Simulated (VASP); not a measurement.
Consider the following.

```xyz
8
Lattice="4.6869 0.0000 0.0000 0.0000 4.6869 0.0000 0.0000 0.0000 4.6869" Properties=species:S:1:pos:R:3 pbc="T T T"
Si     0.7575     1.5859     3.1010
Si     3.1010     0.7575     1.5859
Si     3.9294     3.9294     3.9294
Si     1.5859     3.1010     0.7575
Ru     4.0711     2.9593     1.7277
Ru     1.7277     4.0711     2.9593
Ru     0.6158     0.6158     0.6158
Ru     2.9593     1.7277     4.0711
```

Calculation: PBEsol GGA, VASP's PBE PAW potentials (set 64) (plane waves; VASP). Run with 400 eV cut-off, Gaussian smearing of 0.050 eV, potentials Si Ru_pv.

Problem. Estimate the band gap (along the path) with the smallest direct gap where there is one.

Solution. 
The band gap (along the path) comes out as 0.22 eV and the smallest direct gap (along the path) is 0.36 eV.

The absolute energy has meaning only against runs of the same code, potentials and settings.

The compound is RuSi in the B20 structure. It was relaxed first.
